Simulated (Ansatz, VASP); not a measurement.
## RbCaH3 in VASP and in Ansatz

```xyz
5
Lattice="4.5470 0.0000 0.0000 0.0000 4.5470 0.0000 0.0000 0.0000 4.5470" Properties=species:S:1:pos:R:3 pbc="T T T"
Rb    0.0000    0.0000    0.4375
Ca    2.2735    2.2735    2.2735
H     0.0000    2.2735    2.2735
H     2.2735    0.0000    2.2735
H     2.2735    2.2735    0.0000
```

Change from the starting cell: all Rb atoms moved +0.438 Å, as atom 1 along Cartesian [0 0 1].

Alike in both runs: task single point; functional LDA; k mesh 6 × 6 × 6; occupations gaussian, width 0.05 eV; no spin polarisation.

```csv
,VASP,Ansatz
version,VASP 6.6.1,Ansatz 0.2.0
potentials or method,"VASP PAW LDA potentials, release 64 (Rb_sv, Ca_sv, H)","scalar-relativistic, plane waves, PAW"
plane-wave cutoff (eV),520,420
valence electrons in the cell,22,22
```

```tsv
	VASP	Ansatz	Ansatz less VASP
gap on the k mesh at the Fermi level (eV)	2.92	2.93	+0.009
least direct gap on the mesh (eV)	2.92	2.93	+0.009
pressure (GPa)	-1.9	-1.9	-0.03
rms of the force components (eV/Å)	0.141	0.140	-0.0010
```

Atom by atom the forces differ by 0.001 eV/Å (rms over components).

A k mesh can miss the band edges.
